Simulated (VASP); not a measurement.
Output of a VASP run:

File OSZICAR:
```
       N       E                     dE             d eps       ncg     rms          rms(c)
DAV:   1     0.602554910127E+02    0.60255E+02   -0.67066E+03   704   0.110E+03
DAV:   2    -0.113149197662E+02   -0.71570E+02   -0.65936E+02   844   0.196E+02
DAV:   3    -0.132539592951E+02   -0.19390E+01   -0.19136E+01   872   0.322E+01
DAV:   4    -0.132697680181E+02   -0.15809E-01   -0.15802E-01   820   0.343E+00
DAV:   5    -0.132700162690E+02   -0.24825E-03   -0.24824E-03   888   0.455E-01    0.880E+00
DAV:   6    -0.121284133717E+02    0.11416E+01   -0.63736E+00   772   0.283E+01    0.407E+00
DAV:   7    -0.120553075275E+02    0.73106E-01   -0.29164E-01   744   0.646E+00    0.184E+00
DAV:   8    -0.120283016113E+02    0.27006E-01   -0.27138E-02   796   0.128E+00    0.410E-01
DAV:   9    -0.120271774772E+02    0.11241E-02   -0.37944E-03   804   0.737E-01    0.189E-01
DAV:  10    -0.120273280668E+02   -0.15059E-03   -0.25792E-04   748   0.132E-01    0.361E-02
DAV:  11    -0.120273231429E+02    0.49239E-05   -0.97161E-06   864   0.284E-02    0.137E-02
DAV:  12    -0.120273250801E+02   -0.19372E-05   -0.47627E-06   744   0.150E-02    0.320E-03
DAV:  13    -0.120273251222E+02   -0.42120E-07   -0.22952E-07   436   0.519E-03
   1 F= -.12027325E+02 E0= -.12026514E+02  d E =-.120273E+02
```

### OUTCAR
```
------------------------ aborting loop because EDIFF is reached ----------------------------------------
  FORCE on cell =-STRESS in cart. coord.  units (eV):
  Direction    XX          YY          ZZ          XY          YZ          ZX
  --------------------------------------------------------------------------------------
  Total       -0.0359744     -0.0359744     -0.0359744     -0.0000000      0.0000000      0.0000000
  in kB       -1.0377955     -1.0377955     -1.0377955     -0.0000000      0.0000000      0.0000000
  external PRESSURE =      -1.0377955 kB  Pullay stress =       0.0000000 kB
  volume of cell :       55.54
      direct lattice vectors                 reciprocal lattice vectors
     0.000000000  3.028221387  3.028221387    -0.165113423  0.165113423  0.165113423
     3.028221387  0.000000000  3.028221387     0.165113423 -0.165113423  0.165113423
     3.028221387  3.028221387  0.000000000     0.165113423  0.165113423 -0.165113423
 POSITION                                       TOTAL-FORCE (eV/Angst)
 -----------------------------------------------------------------------------------
      1.51411      1.51411      1.51411         0.000000      0.000000      0.000000
      4.54233      4.54233      4.54233        -0.000000     -0.000000     -0.000000
      0.00000      0.00000      0.00000        -0.000000     -0.000000      0.000000
 -----------------------------------------------------------------------------------
    total drift:                                0.000000     -0.000000      0.000000
  FREE ENERGIE OF THE ION-ELECTRON SYSTEM (eV)
  ---------------------------------------------------
  free  energy   TOTEN  =       -12.0273251222 eV

  energy  without entropy=      -12.0248913007  energy(sigma->0) =      -12.02651385

 reached required accuracy - stopping structural energy minimisation
```
(Selected blocks of OUTCAR.)

File POSCAR:
```
AuAl2
1
    0.0000000000     3.0282213873     3.0282213873
    3.0282213873    -0.0000000000     3.0282213873
    3.0282213873     3.0282213873     0.0000000000
Al Au
2 1
Direct
  0.2500000000   0.2500000000   0.2500000000
  0.7500000000   0.7500000000   0.7500000000
  0.0000000000   0.0000000000   0.0000000000
```

### Question
Reconstruct the remaining input files.

### Answer
Several could match; the one computed here: the input of the run itself, PBE GGA, plane waves, VASP's PBE PAW potentials (set 64).

### INCAR
```
SYSTEM = AuAl2
PREC = Accurate
ENCUT = 480
EDIFF = 1E-6
NELM = 100
ALGO = Normal
LREAL = .FALSE.
LASPH = .TRUE.
ISMEAR = 1
SIGMA = 0.1
GGA = PE
LMAXMIX = 6
LWAVE = .FALSE.
LCHARG = .FALSE.
IBRION = 2
ISIF = 3
NSW = 60
EDIFFG = -0.02
```

### KPOINTS
```
Automatic mesh
0
Gamma
8 8 8
0 0 0
```

POTCAR, in this order: Al Au (PBE.64 set). Program: vasp_std.

The compound is AuAl2 in the fluorite structure. It was relaxed first. The start is the result of an earlier pass. The electron count is odd and the run is not spin-polarised, which forces a metal.
